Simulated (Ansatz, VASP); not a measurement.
**AlFe3B: VASP beside Ansatz**

The input INCAR:

```
ALGO = Normal
EDIFF = 1E-7
ENCUT = 520
GGA = PS
ISIF = 2
ISMEAR = -1
ISPIN = 2
KPAR = 2
LASPH = T
LCHARG = F
LMAXMIX = 4
LORBIT = 11
LREAL = F
LWAVE = F
MAGMOM = 3 3 3 0 0
NBANDS = 27
NELM = 120
PREC = Accurate
SIGMA = 0.05
```

KPOINTS

```
k-points
0
Gamma
  7 7 7
```

POSCAR

```
AlFe3B
1.0
    3.8972885226      0.0000000000      0.0000000000
    0.0000000000      3.8972885226      0.0000000000
    0.0000000000      0.0000000000      3.8972885226
Fe Al B
3 1 1
Direct
    0.0000000000      0.0000000000      0.5000000000
    0.0000000000      0.5000000000      0.0000000000
    0.5000000000      0.0000000000      0.0000000000
    0.5000000000      0.5000000000      0.5000000000
    0.0000000000      0.0000000000      0.0000000000
```

Contents of input.yaml:

```yaml
crystal:
  lattice:
    - [3.8972885226, 0.0, 0.0]
    - [0.0, 3.8972885226, 0.0]
    - [0.0, 0.0, 3.8972885226]
  atoms:
    - { symbol: Fe, position: [0.0, 0.0, 0.5], spin: 3.0 }
    - { symbol: Fe, position: [0.0, 0.5, 0.0], spin: 3.0 }
    - { symbol: Fe, position: [0.5, 0.0, 0.0], spin: 3.0 }
    - { symbol: Al, position: [0.5, 0.5, 0.5] }
    - { symbol: B, position: [0.0, 0.0, 0.0] }
hamiltonian:
  xc: pbesol
  pseudopotentials: { kind: paw }
magnetization:
  spin_polarized: true
kpoints:
  mp_grid: { grid: [7, 7, 7] }
scf:
  occupations: { method: fermi_dirac, width: 0.05 }
output:
  forces: true
  stress: true
  eigenvalues: true
```

Change from the starting cell: volume scaled by 1.06.

Alike in both runs: task single point; functional PBEsol; k mesh 7 × 7 × 7; occupations fermi-dirac, width 0.05 eV; collinear spin, ferromagnetic start.

|  | VASP | Ansatz |
| --- | --- | --- |
| version | VASP 6.6.1 | Ansatz 0.2.0 |
| potentials or method | VASP PAW PBE potentials, release 64 (Fe, Al, B) | Ansatz PAW |
| plane-wave cutoff (eV) | 520 | 420 |
| valence electrons in the cell | 30 | 54 |

Ansatz gave:

* gap on the k mesh at the Fermi level (eV): none
* pressure (GPa): -16.6
* net moment per atom (μB): 0.85
* size of the moment on the site where the two differ most (μB): 1.44

**Question.** Which values does VASP return?

**Answer.** gap on the k mesh at the Fermi level (eV): none; pressure (GPa): -16.0; net moment per atom (μB): 0.85; size of the moment on the site where the two differ most (μB): 1.53.

Site moments also hang on the region over which each program counts them. A gap of «none» marks a metal or a gap that the smearing closes. The functional is the same, so the differences come from potentials, cutoffs and numerics. The two sets of potentials don't hold the same shells in valence.

Caveats: the PAW data sets were made with another functional, which shifts forces and pressure a little (VASP); the PAW data sets come from PBE, with cores solved anew for the run's functional, which leaves a small shift of forces and pressure (Ansatz).
